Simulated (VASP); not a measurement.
Data:

```
LiCl
1.0
    0.00000     2.59545     2.59545
    2.59545     0.00000     2.59545
    2.59545     2.59545     0.00000
Li Cl
1 1
Direct
  0.00000   0.00000   0.00000
  0.50000   0.50000   0.50000
```

The numbers are results of PBE0 hybrid, VASP's PBE PAW potentials (set 64) (plane waves; VASP), not measurements. Run with 520 eV cut-off, 6×6×6 Γ-centred mesh, Gaussian smearing of 0.050 eV, potentials Li_sv Cl.

Predict the energy per atom (σ→0), pressure, band gap (on the k-mesh) with the smallest direct gap where there is one.

```yaml
band gap (on the k-mesh): 8.24 eV
smallest direct gap (on the k-mesh): 8.24 eV
energy per atom (σ→0): -4.486 eV/atom
pressure: -1.53 GPa
```

Only differences to runs with the same potentials and settings are physical.

The compound is LiCl in the rock salt structure. This cell is one point of a volume scan, at 1.03 of the reference volume. The cell's shape comes from a PBE relaxation.
